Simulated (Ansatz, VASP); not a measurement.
# Cross-check of Zn3InTe3P between VASP and Ansatz, part 2 of 2

Aim: how closely do two programs agree when they are given the same cell, functional and k mesh? The cell is generated by rule, not measured, and may not be a known phase. The cell is taken from a series of runs on this material, whose earlier steps may have relaxed, scaled, displaced or heated it; both programs get it as it stands.

VASP 6.6.1 and Ansatz 0.2.0.

So far: Set-up; VASP: relaxation of cell and atoms, LDA.

The structure was built from a prototype and need not be the compound's stable phase.

## 3. Ansatz: relaxation of cell and atoms, LDA

Level of this step: Ansatz beside VASP: Kohn-Sham DFT, plane waves, LDA (Ansatz).

Ansatz runs on its default PAW (the set named soft_2) files.

The same cell, functional (in two slightly different forms) and mesh now go to Ansatz, which takes its cutoff from its data sets.

The input, input.yaml:

```yaml
crystal:
  lattice:
    - [2.9777690292, 2.9777690292, 0.0]
    - [-2.9616220683, 2.9616220683, 0.0]
    - [0.0, 0.0, 11.9510497161]
  atoms:
    - { symbol: In, position: [0.0, 0.0, 0.0300385566] }
    - { symbol: P, position: [0.5, 0.0, 0.143256782] }
    - { symbol: Te, position: [0.0, 0.5, 0.3660926223] }
    - { symbol: Te, position: [0.5, 0.0, 0.6191541349] }
    - { symbol: Te, position: [0.0, 0.5, 0.8718616367] }
    - { symbol: Zn, position: [0.5, 0.5, 0.2351494517] }
    - { symbol: Zn, position: [0.0, 0.0, 0.4903087416] }
    - { symbol: Zn, position: [0.5, 0.5, 0.7441380742] }
kpoints:
  mp_grid: { grid: [8, 8, 2] }
hamiltonian:
  xc: lda
scf:
  occupations: { method: fixed }
output:
  forces: true
  stress: true
  eigenvalues: true
relax:
  adjacent_minimum: "off"
  f_tol: 0.001
  max_steps: 60
  cell: { stress_tol: 0.01 }
```

Launch:

```sh
> ansatz run input.yaml --threads 8 --pin off --max-ram 14336MiB --backend cpu --events-out ev --progress --plain --runs-dir out
```

Numbers of over 12 decimals in the logs are rounded to 6 here.

The program printed:

```text
Engine: ansatz 0.2.0, x86_64-unknown-linux-gnu
Pseudopotentials: kind: paw
Pseudopotential: In, paw, valence charge 13, recommended cutoff 420 eV (normal), In.paw.azcp
Pseudopotential: P, paw, valence charge 5, recommended cutoff 420 eV (normal), P.paw.azcp
Pseudopotential: Te, paw, valence charge 16, recommended cutoff 420 eV (normal), Te.paw.azcp
Pseudopotential: Zn, paw, valence charge 12, recommended cutoff 420 eV (normal), Zn.paw.azcp
Functional definition: SPW92
  exchange = slater_x
  correlation = pw_c
Crystal: 8 atoms, lattice volume = 210.793 Å³
Basis set: ecut = 420 eV, 4077 PW (Γ)
Bands: 62, of which v1, the nominal top of the filled ones, is band 51 counted from 1 (50 counted from 0)
Symmetry: 4 space group operations
Space group: Pmm2 (ITA 25), of the structure as read, at distance tolerance 6.0e-5 Å
k-points: 50 of 128
Non-local potential: In, projectors of the file, l = 0: 2, l = 1: 2, l = 2: 2, l = 3: 2
Non-local potential: P, projectors of the file, l = 0: 2, l = 1: 2, l = 2: 2
Non-local potential: Te, projectors of the file, l = 0: 2, l = 1: 2, l = 2: 2, l = 3: 2
Non-local potential: Zn, projectors of the file, l = 0: 2, l = 1: 2, l = 2: 3, l = 3: 1
PAW form: soft (Blöchl's): semilocal exchange-correlation on the pseudo side does not see the compensation charge
PAW frozen core: In, regenerated for the run's functional, and the local potential with it (the file was generated under x = pbe(κ = 0.804, μ = 0.219515), c = pbe(β = 0.066725))
PAW frozen core: P, regenerated for the run's functional, and the local potential with it (the file was generated under x = pbe(κ = 0.804, μ = 0.219515), c = pbe(β = 0.066725))
PAW frozen core: Te, regenerated for the run's functional, and the local potential with it (the file was generated under x = pbe(κ = 0.804, μ = 0.219515), c = pbe(β = 0.066725))
PAW frozen core: Zn, regenerated for the run's functional, and the local potential with it (the file was generated under x = pbe(κ = 0.804, μ = 0.219515), c = pbe(β = 0.066725))
PAW one-centre angular grid: In, 590 points (default); XC on 64 Gauss nodes
PAW one-centre angular grid: P, 110 points (default); XC on 64 Gauss nodes
PAW one-centre angular grid: Te, 590 points (default); XC on 64 Gauss nodes
PAW one-centre angular grid: Zn, 590 points (default); XC on 64 Gauss nodes
Initial density: superposition of atomic densities (neutral atoms: chi_scale 0, normalization atom), corrected by the library's trained network
Initial wavefunctions: pseudopotential atomic-orbital guess
Functional: x = slater, c = lda
SCF iter   1: F=—  HF=-36406.112468 eV  |F-HF|=—  |Δ(HF+E_count)|=         —  Δρ=5.97e-3  dr2=9.25e-2  ethr=1.77e-3  ⟨swp⟩=5.3  Hψ=11379  notcnv=0  defer=424
preconditioner: auto → Resta (q_TF=auto, 2.417 Å⁻¹)  ε∞=4.8  [insulator: Δε(μ)=0.908 eV  Ē_g=11.108 eV  n_scr=56 (ndim 8)  ℏωp=21.7 eV  f_vac=0.065  ε∞_Penn≈4.8]
SCF iter   2: F=—  HF=-36406.089513 eV  |F-HF|=—  |Δ(HF+E_count)|=   2.30e-2  Δρ=2.57e-3  dr2=1.17e-2  ethr=9.07e-5  ⟨swp⟩=2.6  Hψ=4380  notcnv=0  defer=450
SCF iter   3: F=—  HF=-36406.087279 eV  |F-HF|=—  |Δ(HF+E_count)|=   2.23e-3  Δρ=1.29e-3  dr2=1.95e-3  ethr=1.15e-5  ⟨swp⟩=3.0  Hψ=4817  notcnv=0  defer=450
SCF iter   4: F=—  HF=-36406.086754 eV  |F-HF|=—  |Δ(HF+E_count)|=   5.25e-4  Δρ=4.35e-4  dr2=3.77e-4  ethr=1.91e-6  ⟨swp⟩=2.0  Hψ=4275  notcnv=0  defer=450
SCF iter   5: F=—  HF=-36406.086674 eV  |F-HF|=—  |Δ(HF+E_count)|=   8.01e-5  Δρ=1.37e-4  dr2=5.05e-5  ethr=3.70e-7  ⟨swp⟩=2.0  Hψ=4181  notcnv=0  defer=447
SCF iter   6: F=—  HF=-36406.086680 eV  |F-HF|=—  |Δ(HF+E_count)|=   5.54e-6  Δρ=4.48e-5  dr2=7.16e-6  ethr=4.95e-8  ⟨swp⟩=2.0  Hψ=3681  notcnv=0  defer=440
SCF iter   7: F=—  HF=-36406.086683 eV  |F-HF|=—  |Δ(HF+E_count)|=   3.34e-6  Δρ=4.79e-5  dr2=3.14e-6  ethr=7.02e-9  ⟨swp⟩=2.0  Hψ=4373  notcnv=0  defer=440
SCF iter   8: F=—  HF=-36406.086681 eV  |F-HF|=—  |Δ(HF+E_count)|=   1.53e-6  Δρ=8.36e-6  dr2=1.85e-7  ethr=3.08e-9  ⟨swp⟩=2.0  Hψ=4184  notcnv=0  defer=440
SCF iter   9: F=-36406.086681 eV  HF=-36406.086681 eV  |F-HF|=5.52e-9  |Δ(HF+E_count)|=   1.67e-8  Δρ=2.77e-6  dr2=1.84e-8  ethr=9.80e-11  ⟨swp⟩=16.1  Hψ=18427  notcnv=0
SCF 1 converged in 9 iterations: F = -36406.086681 eV  dr2 = 1.84e-8
  greatest PAW one-centre occupation: 0.999 electrons in one spin orbital (limit 2), on the Te atom at site 4 (counted from 0), in its partial waves of l = 2
relax step   1: F+E_penalty+E_count = -36406.08668144 eV  Δ(F+E_penalty+E_count) = +0.000e0 eV  max|allowed force component| = 3.508e-3 eV/Å  Δτ_max = 0.0000 Å  P = -0.009 GPa  Ω = 210.793 Å³  (9 SCF iters, dr2 threshold 1.00e-7 eV, accepted)
[...]
relax step   4: F+E_penalty+E_count = -36406.08675848 eV  Δ(F+E_penalty+E_count) = -2.014e-6 eV  max|allowed force component| = 1.512e-3 eV/Å  Δτ_max = 0.0004 Å  P = -0.000 GPa  Ω = 210.764 Å³  energy of the carried Pulay correction = +8.053e-6 eV  (5 SCF iters, dr2 threshold 6.12e-10 eV, accepted)
[...]
relax step   5: F+E_penalty+E_count = -36406.08675891 eV  Δ(F+E_penalty+E_count) = -4.301e-7 eV  max|allowed force component| = 2.089e-4 eV/Å  Δτ_max = 0.0002 Å  P = -0.000 GPa  Ω = 210.763 Å³  energy of the carried Pulay correction = +8.332e-6 eV  (5 SCF iters, dr2 threshold 1.43e-10 eV, accepted)
[...]
relax step   6: F+E_penalty+E_count = -36406.08675216 eV  Δ(F+E_penalty+E_count) = +6.751e-6 eV  max|allowed force component| = 2.072e-4 eV/Å  Δτ_max = 0.0000 Å  P = -0.000 GPa  Ω = 210.763 Å³  stress off target by 3.43e-4 GPa  SCF on the basis re-selected at this cell (its energy is not comparable with the rows above)  (5 SCF iters)
basis re-selected at this cell: Δ(F+E_penalty+E_count) = +6.751e-6 eV, ΔP = -0.000 GPa vs the last step (what re-selecting the basis moved, of the pressure what is left beyond the Pulay correction that the steps carried, after the strain that the cell walked since its last selection, with what the two solves' SCF thresholds leave and, on support functions, any second-order correction that the steps lacked; it is no m [...]
SCF converged after 5 iterations
Free energy (F): -36406.086752 eV
Harris-Foulkes:  -36406.086752 eV  (|F-HF|=0.00e0)
Internal energy: -36406.086752 eV  (E = F + TS)
E sigma→0 (E₀):  -36406.086752 eV
Fermi energy:    7.401951 eV
--- Per-component energies (eV) ---
  E_band       = -847.529756
  E_kinetic    = 1257.349806
  E_local      = -11565.233767  (includes V_loc(G=0)·N_el)
  E_nonlocal   = 1338.951614
  E_hartree    = 5705.578134
  E_xc         = -1054.305704
  E_vxc        = -639.048054  (∫ρ·V_xc dr)
  E_paw        = -23352.767455  (= ΣΔE_a)
  E_vpaw       = -2650.703936  (= ΣTr[D̂ρ^β])
  E_aug_tail   = -0.001617  (compensation charges beyond the density's cutoff)
  E_ewald      = -8742.767060
  E_core_change = 7.109295  (= ΣΔE_core)
  E_smearing   = -0.000000  (= −TS)
  E_closure    = 0.000000  (closes the sum)
  Σ components = -36406.086752   (vs F -36406.086752, Δ=0.00e0)
--- Forces (eV/Å), atoms counted from 1 ---
  atom   1  In    -0.00000000     0.00000000     0.00006764
  atom   2  P     -0.00000000     0.00000000     0.00002973
  atom   3  Te    -0.00000000     0.00000000     0.00010046
  atom   4  Te    -0.00000000     0.00000000     0.00000427
  atom   5  Te    -0.00000000     0.00000000     0.00001898
  atom   6  Zn     0.00000000    -0.00000000    -0.00020857
  atom   7  Zn     0.00000000    -0.00000000    -0.00003286
  atom   8  Zn    -0.00000000     0.00000000     0.00000901
  max |Σ_I F_I| component: 1.13e-5 eV/Å
--- Stress (GPa, compression-positive) ---
       -0.000270       0.000073      -0.000000
        0.000073      -0.000270       0.000000
       -0.000000       0.000000       0.000126
  P = ⅓ Tr σ = -0.0001 GPa (-0.001 kbar)
--- Band table (eV; the first three rows and the last of 50) ---
  k-point 0: bands = [... 47 lower, 6.0175, 7.3052, 7.3833, 7.4020, 8.3053, 9.2942, 9.4197, 9.8077, ... 7 higher]
  k-point 1: bands = [... 47 lower, 6.6232, 6.6992, 7.0271, 7.0329, 9.0372, 9.3659, 9.6687, 9.7648, ... 7 higher]
  k-point 2: bands = [... 47 lower, 6.0698, 6.3178, 7.0381, 7.3386, 8.9418, 9.4834, 10.0768, 10.1853, ... 7 higher]
  k-point 49: bands = [... 47 lower, 4.6467, 4.8393, 5.0872, 5.1674, 9.4208, 9.4750, 10.1539, 10.1868, ... 7 higher]
--- Relaxed structure (5 steps of the walk, 5 accepted, 1 SCFs on fresh bases) ---
  F+E_penalty+E_count = -36406.08675216 eV   max|allowed force component| = 2.072e-4 eV/Å   (the final SCF, on the basis selected at the relaxed cell)
  cell:  # Å, volume = 210.7626 Å³
    - [2.975429, 2.975429, 0]
    - [-2.959703, 2.959703, 0]
    - [0, 0, 11.966462]
  atoms:
    - { symbol: In, position: [0, 0, 0.029954] }
    - { symbol: P, position: [0.5, 0, 0.143170] }
    - { symbol: Te, position: [0, 0.5, 0.366107] }
    - { symbol: Te, position: [0.5, 0, 0.619199] }
    - { symbol: Te, position: [0, 0.5, 0.871910] }
    - { symbol: Zn, position: [0.5, 0.500000, 0.235148] }
    - { symbol: Zn, position: [0, 0, 0.490333] }
    - { symbol: Zn, position: [0.5, 0.500000, 0.744180] }
```

In the SCF lines HF is the Harris–Foulkes energy and dr2 the Hartree energy of the density residual, in eV; the loop may stop once dr2 is under the threshold and the program's other checks hold. Hψ counts applications of the Hamiltonian.

## 4. Comparison

Known differences besides the potentials themselves: the two LDA forms differ slightly; fixed occupations in Ansatz, narrow Gaussian smearing in VASP; the data sets hold 102 valence electrons in Ansatz (on its default PAW (the set named soft_2) files) and 72 in VASP; the cutoff is 420 eV in Ansatz and 500 eV in VASP; VASP's log shows a relativistic correction to its local exchange, Ansatz's none; Ansatz adds a Pulay correction to the stress that steers its cell, VASP none. Total energies have different zeros and are not compared.

The two programs side by side:

```
                                         quantity  Ansatz    VASP  difference
                                      volume (Å³)  210.76  211.41     -0.31 %
edge a after relaxation, in the typed setting (Å)   4.208   4.212     -0.09 %
edge b after relaxation, in the typed setting (Å)   4.186   4.190     -0.11 %
edge c after relaxation, in the typed setting (Å)  11.966  11.979     -0.11 %
```

## 5. What came out

- difference in volume (relaxation of cell and atoms, LDA): -0.31 %

What this shows: The difference in volume is -0.31 % (relaxation of cell and atoms, LDA), within the 1.2 % picked in this series as the mark of a large difference, as far as the stopping tolerances let one tell. The data sets hold unlike numbers of valence electrons (102 in Ansatz and 72 in VASP), so part of the differences comes from the potentials. 1 further run of this series is not shown here. Such differences can come from data sets, numerical settings and the points named under the comparisons, not from the functional's error against experiment.

[Lines on the potential files, build, host, timing and source positions are cut from VASP's logs without a mark.]

[Logs are printed without paths, hosts, clocks, repeated set-up lines and the standing remarks that a program may print on its own settings, such as how far it seeks lower states.]

[Hosts, paths, dates, database ids (printed as entryN), source tags and the programs' standing remarks are cut or masked in the printed files.]
